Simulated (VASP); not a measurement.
A convergence study with VASP on C (graphite): one setting is varied, all else stays as given below, so the limit is that of these other settings.

```
C
1.0
    1.23000    -2.13042     0.00000
    1.23000     2.13042     0.00000
    0.00000     0.00000     6.71000
C
4
Direct
  0.00000   0.00000   0.25000
  0.00000   0.00000   0.75000
  0.33333   0.66667   0.25000
  0.66667   0.33333   0.75000
```

Level of theory: PBE GGA, VASP's PBE PAW potentials (set 64) (plane waves; VASP). The tightest run used: 700 eV cut-off, 24×24×8 Γ-centred mesh, first-order Methfessel-Paxton smearing of 0.10 eV, potentials C.

### Question
The settings run are 1×1×1 mesh; 2×2×1 mesh; 3×3×1 mesh; 4×4×1 mesh; 5×5×2 mesh; 6×6×2 mesh; 7×7×2 mesh; 8×8×2 mesh; 9×9×3 mesh; 10×10×3 mesh; 11×11×3 mesh; 12×12×4 mesh; 13×13×4 mesh; 14×14×4 mesh; 15×15×5 mesh; 16×16×5 mesh; 17×17×5 mesh; 18×18×6 mesh; 19×19×6 mesh; 20×20×6 mesh; 21×21×7 mesh; 22×22×7 mesh; 23×23×7 mesh; 24×24×8 mesh. From which on does the energy per atom stay within 0.01 eV/atom of the tightest run?

### Answer
From 7×7×2 mesh on: it is off by 0.0052 there and by no more than 0.01 in any finer run, while 6×6×2 mesh is off by 0.0217.
```
setting       E (eV/atom)  pressure (GPa)  irreducible k-points  difference judged (eV/atom)
------------  -----------  --------------  --------------------  ---------------------------
1×1×1 mesh        -5.7007           30.26                     1                       3.5169
2×2×1 mesh        -8.1948           14.62                     2                       1.0228
3×3×1 mesh        -8.9670            5.31                     3                       0.2506
4×4×1 mesh        -9.2086            3.31                     4                       0.0090
5×5×2 mesh        -9.2083            3.06                    10                       0.0094
6×6×2 mesh        -9.1959            3.23                    14                       0.0217
7×7×2 mesh        -9.2228            2.91                    16                       0.0052
8×8×2 mesh        -9.2181            2.95                    20                       0.0005
9×9×3 mesh        -9.2131            3.01                    24                       0.0045
10×10×3 mesh      -9.2192            2.96                    28                       0.0015
11×11×3 mesh      -9.2184            2.95                    32                       0.0007
12×12×4 mesh      -9.2158            2.99                    57                       0.0018
13×13×4 mesh      -9.2182            2.97                    63                       0.0006
14×14×4 mesh      -9.2181            2.96                    72                       0.0005
15×15×5 mesh      -9.2170            2.97                    81                       0.0006
16×16×5 mesh      -9.2179            2.97                    90                       0.0003
17×17×5 mesh      -9.2180            2.96                    99                       0.0004
18×18×6 mesh      -9.2173            2.97                   148                       0.0003
19×19×6 mesh      -9.2178            2.97                   160                       0.0001
20×20×6 mesh      -9.2179            2.96                   176                       0.0003
21×21×7 mesh      -9.2176            2.97                   192                       0.0001
22×22×7 mesh      -9.2177            2.97                   208                       0.0001
23×23×7 mesh      -9.2179            2.96                   224                       0.0002
24×24×8 mesh      -9.2176            2.97                   305                       0.0000
```

Left out are rungs that failed or repeat a setting and relaxations that didn't move; long series are thinned to 24 rows.

The compound is C in the graphite structure. The cell was not relaxed at this level.
